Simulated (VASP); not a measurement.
Calculation: PBEsol GGA, VASP's PBE PAW potentials (set 64) (plane waves; VASP).

A VASP calculation is set up with these files.

File POSCAR:
```
Li
1
   -1.7129715301     1.7129715301     1.7129715301
    1.7129715301    -1.7129715301     1.7129715301
    1.7129715301     1.7129715301    -1.7129715301
Li
1
Direct
  0.0000000000   0.0000000000   0.0000000000
```

**KPOINTS**
```
Automatic mesh
0
gamma
 13 13 13
```

### INCAR
```
SYSTEM=Li
PREC=Accurate; ENCUT=530; LREAL=F
LASPH=T
EDIFF=1E-6; NELM=100; ALGO=Normal
ISMEAR=1; SIGMA=0.1
GGA=PS
IBRION=2; NSW=60; ISIF=3
EDIFFG=-0.01
LWAVE=F; LCHARG=F
```

POTCAR, in this order: Li_sv (PBE.64 set). Program: vasp_std.

The run wrote:

**OSZICAR**
```
       N       E                     dE             d eps       ncg     rms          rms(c)
DAV:   1     0.524938141076E+00    0.52494E+00   -0.70378E+02   845   0.412E+02
DAV:   2    -0.187499413356E+01   -0.23999E+01   -0.22653E+01  1205   0.605E+01
DAV:   3    -0.196640995663E+01   -0.91416E-01   -0.91324E-01  1030   0.870E+00
DAV:   4    -0.196903621480E+01   -0.26263E-02   -0.26245E-02  1095   0.138E+00
DAV:   5    -0.196910542003E+01   -0.69205E-04   -0.69204E-04  1085   0.143E-01    0.336E-01
DAV:   6    -0.196745197338E+01    0.16534E-02   -0.57352E-04  1145   0.178E-01    0.190E-01
DAV:   7    -0.196675114008E+01    0.70083E-03   -0.17006E-03  1150   0.308E-01    0.315E-02
DAV:   8    -0.196678338811E+01   -0.32248E-04   -0.33853E-04   940   0.171E-01    0.266E-03
DAV:   9    -0.196678250793E+01    0.88019E-06   -0.73433E-06   960   0.296E-02
   1 F= -.19667825E+01 E0= -.19667831E+01  d E =-.196678E+01
```

OUTCAR:
```
------------------------ aborting loop because EDIFF is reached ----------------------------------------
  FORCE on cell =-STRESS in cart. coord.  units (eV):
  Direction    XX          YY          ZZ          XY          YZ          ZX
  --------------------------------------------------------------------------------------
  Total        0.0003692      0.0003692      0.0003692      0.0000000      0.0000000     -0.0000000
  in kB        0.0294243      0.0294243      0.0294243      0.0000000      0.0000000     -0.0000000
  external PRESSURE =       0.0294243 kB  Pullay stress =       0.0000000 kB
  volume of cell :       20.11
      direct lattice vectors                 reciprocal lattice vectors
    -1.712971530  1.712971530  1.712971530     0.000000000  0.291890432  0.291890432
     1.712971530 -1.712971530  1.712971530     0.291890432  0.000000000  0.291890432
     1.712971530  1.712971530 -1.712971530     0.291890432  0.291890432  0.000000000
 POSITION                                       TOTAL-FORCE (eV/Angst)
 -----------------------------------------------------------------------------------
      0.00000      0.00000      0.00000        -0.000000      0.000000     -0.000000
 -----------------------------------------------------------------------------------
    total drift:                               -0.000000     -0.000000      0.000000
  FREE ENERGIE OF THE ION-ELECTRON SYSTEM (eV)
  ---------------------------------------------------
  free  energy   TOTEN  =        -1.9667825079 eV

  energy  without entropy=       -1.9667842560  energy(sigma->0) =       -1.96678309

 reached required accuracy - stopping structural energy minimisation
```
(Selected blocks of OUTCAR.)

The compound is Li in the bcc structure. It was relaxed first, which changed the volume by -5 %. The start is the result of an earlier pass.
